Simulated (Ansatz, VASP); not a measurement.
# Al2O3 (Corundum) in two plane-wave programs, part 3 of 3

One calculation is typed for both programs; each brings its own data sets. How far apart do they land? The cell is taken from a series of runs on this material, whose earlier steps may have relaxed, scaled, displaced or heated it; both programs get it as it stands.

VASP 6.6.1 and Ansatz 0.2.0.

So far: Set-up; Ansatz: zone-centre phonons, LDA; VASP: zone-centre phonons, LDA.

### 3. VASP: zone-centre phonons, LDA (continued)

Level of this step: LDA; plane waves and PAW (Al, O) (VASP).

Numbers of over 12 decimals in the logs are rounded to 6 here.

From OUTCAR (step 3):

```text
ion  position               nearest neighbor table
   1  0.351  0.351  0.351-   8 1.84  10 1.84   9 1.84   6 1.95   5 1.95   7 1.95   2 2.61   3 2.77
                             3 2.77   3 2.77   2 3.21   2 3.21   2 3.21
   2  0.149  0.149  0.149-   8 1.84   9 1.84  10 1.84   7 1.95   5 1.95   6 1.95   1 2.61   4 2.77
                             4 2.77   4 2.77   1 3.21   1 3.21   1 3.21
   3  0.649  0.649  0.649-   5 1.84   7 1.84   6 1.84   9 1.95   8 1.95  10 1.95   4 2.61   1 2.77
                             1 2.77   1 2.77   4 3.21   4 3.21   4 3.21
   4  0.851  0.851  0.851-   5 1.84   6 1.84   7 1.84  10 1.95   8 1.95   9 1.95   3 2.61   2 2.77
                             2 2.77   2 2.77   3 3.21   3 3.21   3 3.21
   5  0.557  0.943  0.250-   3 1.84   4 1.84   1 1.95   2 1.95
   6  0.250  0.557  0.943-   4 1.84   3 1.84   1 1.95   2 1.95
   7  0.943  0.250  0.557-   3 1.84   4 1.84   2 1.95   1 1.95
   8  0.443  0.057  0.750-   1 1.84   2 1.84   3 1.95   4 1.95
   9  0.750  0.443  0.057-   2 1.84   1 1.84   3 1.95   4 1.95
  10  0.057  0.750  0.443-   1 1.84   2 1.84   4 1.95   3 1.95

  LATTYP: Found a trigonal (rhomboedric) cell.
 ALAT       =     5.0829569486
 COS(alpha) =     0.5677528893

 Subroutine GETGRP returns: Found 12 space group operations
 (whereof  6 operations were pure point group operations)

The static configuration has the point symmetry S_6 .
 The point group associated with its full space group is D_3d.

 Found     13 irreducible k-points:

   k-points           NKPTS =     13   k-points in BZ     NKDIM =     13   number of bands    NBANDS=     34

   dimension x,y,z NGX =    42 NGY =   42 NGZ =   42
   dimension x,y,z NGXF=    84 NGYF=   84 NGZF=   84

   ENCUT  =  600.0 eV  44.10 Ry    6.64 a.u.  10.15 10.15 10.15*2*pi/ulx,y,z

   NELECT =      48.0000    total number of electrons

 k-points in reciprocal lattice and weights: Automatic mesh
   0.00000000  0.00000000  0.00000000       0.016
   0.25000000 -0.00000000  0.00000000       0.094
   0.50000000 -0.00000000  0.00000000       0.047
   0.25000000  0.25000000 -0.00000000       0.094
   0.50000000  0.25000000 -0.00000000       0.188
  -0.25000000  0.25000000  0.00000000       0.094
   0.50000000  0.50000000 -0.00000000       0.047
   0.25000000  0.25000000  0.25000000       0.031
   0.50000000  0.25000000  0.25000000       0.094
  -0.25000000  0.25000000  0.25000000       0.094
   0.50000000  0.50000000  0.25000000       0.094
  -0.25000000  0.50000000  0.25000000       0.094
   0.50000000  0.50000000  0.50000000       0.016

 average (electrostatic) potential at core
       1 -69.3564       2 -69.3564       3 -69.3564       4 -69.3564       5 -67.9732
       6 -67.9732       7 -67.9732       8 -67.9732       9 -67.9732      10 -67.9732

  Total        0.2781033      0.2781033      0.9593362      0.0000000     -0.0000000      0.0000000
  in kB        5.3713683      5.3713683     18.5288996      0.0000000     -0.0000000      0.0000000
  external PRESSURE =       9.7572121 kB  Pullay stress =       0.0000000 kB

  energy-cutoff  :      600.00
  volume of cell :       82.95
      direct lattice vectors                 reciprocal lattice vectors
     2.363020466  1.364290502  4.288507555     0.211593597  0.122163620  0.077727118
    -2.363020466  1.364290502  4.288507555    -0.211593597  0.122163620  0.077727118
[...]
0.000000 -0.000000  1.912937    -0.082613    0.095201    0.000000
      0.000000 -0.000000  8.345699     0.082616    0.095198    0.000000
      0.000000 -0.000000 10.952585     0.082613   -0.095201   -0.000000
     -0.912401  1.364291  7.504888     0.180044    0.000006   -0.000005
     -0.725310 -1.472308  7.504888    -0.258904   -0.253430   -0.294352
      1.637711  0.108018  7.504888    -0.258911    0.253429    0.294357
      0.912401 -1.364291  5.360634    -0.180044   -0.000006    0.000005
      0.725310  1.472308  5.360634     0.258904    0.253430    0.294352
     -1.637711 -0.108018  5.360634     0.258911   -0.253429   -0.294357

   2 f  =   22.789166 THz   143.188552 2PiTHz  760.164750 cm-1    94.248375 meV
             X         Y         Z           dx          dy          dz
      0.000000 -0.000000  4.519824    -0.095198    0.082616    0.000000
      0.000000 -0.000000  1.912937     0.095201    0.082613    0.000000
      0.000000 -0.000000  8.345699     0.095198   -0.082616   -0.000000
      0.000000 -0.000000 10.952585    -0.095201   -0.082613   -0.000000
     -0.912401  1.364291  7.504888    -0.000003    0.405225   -0.339891
     -0.725310 -1.472308  7.504888     0.253433   -0.033723    0.169950
      1.637711  0.108018  7.504888    -0.253425   -0.033730    0.169941
      0.912401 -1.364291  5.360634     0.000003   -0.405225    0.339891
      0.725310  1.472308  5.360634    -0.253433    0.033723   -0.169950
     -1.637711 -0.108018  5.360634     0.253425    0.033730   -0.169941

   3 f  =   22.720047 THz   142.754267 2PiTHz  757.859199 cm-1    93.962523 meV
             X         Y         Z           dx          dy          dz
      0.000000 -0.000000  4.519824    -0.000000    0.000000   -0.062157
      0.000000 -0.000000  1.912937     0.000000    0.000000   -0.062157
      0.000000 -0.000000  8.345699     0.000000   -0.000000    0.062157
      0.000000 -0.000000 10.952585    -0.000000   -0.000000    0.062157
     -0.912401  1.364291  7.504888     0.000000    0.232793   -0.331509
     -0.725310 -1.472308  7.504888    -0.201605   -0.116397   -0.331509
      1.637711  0.108018  7.504888     0.201605   -0.116397   -0.331509
      0.912401 -1.364291  5.360634    -0.000000   -0.232793    0.331509
      0.725310  1.472308  5.360634     0.201605    0.116397    0.331509
     -1.637711 -0.108018  5.360634    -0.201605    0.116397    0.331509

   4 f  =   20.820117 THz   130.816654 2PiTHz  694.484355 cm-1    86.105047 meV
             X         Y         Z           dx          dy          dz
      0.000000 -0.000000  4.519824     0.000000    0.000000    0.193101
      0.000000 -0.000000  1.912937     0.000000   -0.000000   -0.193101
      0.000000 -0.000000  8.345699     0.000000    0.000000    0.193101
      0.000000 -0.000000 10.952585     0.000000   -0.000000   -0.193101
     -0.912401  1.364291  7.504888    -0.376574   -0.000000    0.000000
     -0.725310 -1.472308  7.504888     0.188287   -0.326123   -0.000000
      1.637711  0.108018  7.504888     0.188287    0.326123    0.000000
      0.912401 -1.364291  5.360634    -0.376574    0.000000   -0.000000
      0.725310  1.472308  5.360634     0.188287   -0.326123   -0.000000
     -1.637711 -0.108018  5.360634     0.188287    0.326123    0.000000

   5 f  =   19.449355 THz   122.203900 2PiTHz  648.760639 cm-1    80.436032 meV
             X         Y         Z           dx          dy          dz
      0.000000 -0.000000  4.519824    -0.000000   -0.000000    0.112128
      0.000000 -0.000000  1.912937    -0.000000    0.000000   -0.112128
      0.000000 -0.000000  8.345699     0.000000    0.000000   -0.112128
      0.000000 -0.000000 10.952585     0.000000   -0.000000    0.112128
     -0.912401  1.364291  7.504888     0.397850   -0.000000    0.000000
     -0.725310 -1.472308  7.504888    -0.198925    0.344548    0.000000
      1.637711  0.108018  7.504888    -0.198925   -0.344548   -0.000000
      0.912401 -1.364291  5.360634    -0.397850   -0.000000    0.000000
      0.725310  1.472308  5.360634     0.198925   -0.344548   -0.000000
     -1.637711 -0.108018  5.360634     0.198925    0.344548    0.000000

   6 f  =   19.126578 THz   120.175833 2PiTHz  637.993966 cm-1    79.101135 meV
             X         Y         Z           dx          dy          dz
      0.000000 -0.000000  4.519824     0.106842    0.113653    0.000000
      0.000000 -0.000000  1.912937     0.106826   -0.113668   -0.000000
      0.000000 -0.000000  8.345699     0.106842    0.113653    0.000000
      0.000000 -0.000000 10.952585     0.106826   -0.113668   -0.000000
     -0.912401  1.364291  7.504888     0.280995    0.000033   -0.000005
     -0.725310 -1.472308  7.504888    -0.279177   -0.323436   -0.060241
      1.637711  0.108018  7.504888    -0.279223    0.323423    0.060246
      0.912401 -1.364291  5.360634     0.280995    0.000033   -0.000005
      0.725310  1.472308  5.360634    -0.279177   -0.323436   -0.060241
     -1.637711 -0.108018  5.360634    -0.279223    0.323423    0.060246

   7 f  =   19.126578 THz   120.175833 2PiTHz  637.993966 cm-1    79.101135 meV
             X         Y         Z           dx          dy          dz
      0.000000 -0.000000  4.519824    -0.113653    0.106842    0.000000
      0.000000 -0.000000  1.912937     0.113668    0.106826    0.000000
      0.000000 -0.000000  8.345699    -0.113653    0.106842    0.000000
      0.000000 -0.000000 10.952585     0.113668    0.106826    0.000000
     -0.912401  1.364291  7.504888     0.000020   -0.465932    0.069563
     -0.725310 -1.472308  7.504888    -0.323449    0.094240   -0.034786
      1.637711  0.108018  7.504888     0.323409    0.094287   -0.034777
      0.912401 -1.364291  5.360634     0.000020   -0.465932    0.069563
      0.725310  1.472308  5.360634    -0.323449    0.094240   -0.034786
     -1.637711 -0.108018  5.360634     0.323409    0.094287   -0.034777

   8 f  =   18.334167 THz   115.196967 2PiTHz  611.561971 cm-1    75.823987 meV
             X         Y         Z           dx          dy          dz
      0.000000 -0.000000  4.519824    -0.000000   -0.000000    0.461207
      0.000000 -0.000000  1.912937    -0.000000    0.000000   -0.461207
      0.000000 -0.000000  8.345699    -0.000000   -0.000000    0.461207
      0.000000 -0.000000 10.952585    -0.000000    0.000000   -0.461207
     -0.912401  1.364291  7.504888     0.157666   -0.000000    0.000000
     -0.725310 -1.472308  7.504888    -0.078833    0.136543    0.000000
      1.637711  0.108018  7.504888    -0.078833   -0.136543   -0.000000
      0.912401 -1.364291  5.360634     0.157666   -0.000000    0.000000
      0.725310  1.472308  5.360634    -0.078833    0.136543    0.000000
     -1.637711 -0.108018  5.360634    -0.078833   -0.136543   -0.000000

   9 f  =   17.946126 THz   112.758834 2PiTHz  598.618321 cm-1    74.219179 meV
             X         Y         Z           dx          dy          dz
      0.000000 -0.000000  4.519824    -0.000000    0.000000    0.191716
      0.000000 -0.000000  1.912937     0.000000    0.000000    0.191716
      0.000000 -0.000000  8.345699    -0.000000    0.000000    0.191716
      0.000000 -0.000000 10.952585     0.000000    0.000000    0.191716
     -0.912401  1.364291  7.504888     0.000000    0.338550   -0.165974
     -0.725310 -1.472308  7.504888    -0.293193   -0.169275   -0.165974
      1.637711  0.108018  7.504888     0.293193   -0.169275   -0.165974
      0.912401 -1.364291  5.360634     0.000000    0.338550   -0.165974
      0.725310  1.472308  5.360634    -0.293193   -0.169275   -0.165974
     -1.637711 -0.108018  5.360634     0.293193   -0.169275   -0.165974
    [... 271 further lines ...]
      0.725310  1.472308  5.360634    -0.000026   -0.000015   -0.280074
     -1.637711 -0.108018  5.360634     0.000026   -0.000015   -0.280074

 MACROSCOPIC STATIC DIELECTRIC TENSOR IONIC CONTRIBUTION
 ------------------------------------------------------
           5.808813     0.000000     0.000000
           0.000000     5.808813     0.000000
           0.000000     0.000000     7.549979
 ------------------------------------------------------

 ELASTIC MODULI CONTR FROM IONIC RELAXATION (kBar)
 Direction    XX          YY          ZZ          XY          YZ          ZX
 --------------------------------------------------------------------------------
 XX        -417.2618    180.5254    162.3097     -0.0000    113.9664      0.0000
 YY         180.5254   -417.2618    162.3097     -0.0000   -113.9664      0.0000
 ZZ         162.3097    162.3097   -260.7232      0.0000     -0.0000     -0.0000
 XY          -0.0000     -0.0000      0.0000   -298.9065      0.0000    112.6241
 YZ         113.9664   -113.9664     -0.0000      0.0000   -158.0086      0.0000
 ZX           0.0000      0.0000     -0.0000    112.6241      0.0000   -156.5854
 --------------------------------------------------------------------------------

 PIEZOELECTRIC TENSOR IONIC CONTR  for field in x, y, z        (C/m^2)
          XX          YY          ZZ          XY          YZ          ZX
  --------------------------------------------------------------------------------
  x    -0.00000    -0.00000     0.00000    -0.00000    -0.00000     0.00000
  y     0.00000    -0.00000     0.00000     0.00000    -0.00000     0.00000
  z     0.00000     0.00000    -0.00000    -0.00000    -0.00000    -0.00000
```

### 4. Differences

Known differences besides the potentials themselves: fixed occupations in Ansatz, narrow Gaussian smearing in VASP; VASP's response is taken on the typed mesh, Ansatz refines its own for the field response alone; the cutoff is 260 eV in Ansatz and 600 eV in VASP; VASP's log shows a relativistic correction to its local exchange, Ansatz's none; Ansatz's log warns that its cutoff lies below the recommended one. Total energies have different zeros and are not compared.

Compared:

| quantity | Ansatz | VASP | difference |
| --- | --- | --- | --- |
| ε∞ xx | 3.24 | 3.22 | +0.52 % |
| ε∞ yy | 3.24 | 3.22 | +0.52 % |
| ε∞ zz | 3.20 | 3.18 | +0.62 % |
| Born charge of Al1 (mean of the diagonal) (e) | 2.94 | 2.93 | +0.01 |
| Born charge of O5 (mean of the diagonal) (e) | -1.96 | -1.95 | -0.01 |

Zone-centre modes by rising frequency (cm⁻¹; imaginary ones negative):

| program | modes |
| --- | --- |
| Ansatz | 0.0, 0.0, 0.0, 333.3, 399.0, 399.0, 415.4, 417.4, 417.4, 434.2, 453.3, 453.3, 468.0, 468.0, 480.9, 480.9, 554.0, 600.1, 600.1, 627.8, 627.8, 629.5, 631.1, 667.5, 667.5, 689.9, 725.7, 800.5, 805.5, 805.5 |
| VASP | -0.1, 0.0, 0.0, 316.7, 377.6, 377.6, 394.3, 394.3, 402.2, 428.4, 441.3, 441.3, 443.0, 443.0, 451.3, 451.3, 531.7, 580.0, 580.0, 586.5, 586.5, 598.6, 611.6, 638.0, 638.0, 648.8, 694.5, 757.9, 760.2, 760.2 |

The two lists differ in the order or number of single and degenerate modes, so they aren't paired one by one; the r.m.s. figure in the results sets the two lists side by side in order.

### 5. What came out

* r.m.s. difference of the optical zone-centre modes, each program's sorted by frequency (zone-centre phonons, LDA): 29 cm⁻¹
* difference in ε∞ zz (zone-centre phonons, LDA): +0.6 %

What this shows: The r.m.s. difference of the optical zone-centre modes, each program's sorted by frequency is 29 cm⁻¹ (zone-centre phonons, LDA). Among the rows given in per cent, the largest difference of the zone-centre phonons, LDA pair is in ε∞ zz, +0.6 %. Ansatz's own log doubts the convergence of its zone-centre phonons, LDA run, which may account for the difference. Such differences can come from data sets, numerical settings and the points named under the comparisons, not from the functional's error against experiment.

[Lines on the potential files, build, host, timing and source positions are cut from VASP's logs without a mark.]

[Logs are printed without paths, hosts, clocks, repeated set-up lines and the standing remarks that a program may print on its own settings, such as how far it seeks lower states.]

[Hosts, paths, dates, database ids (printed as entryN), source tags and the programs' standing remarks are cut or masked in the printed files.]
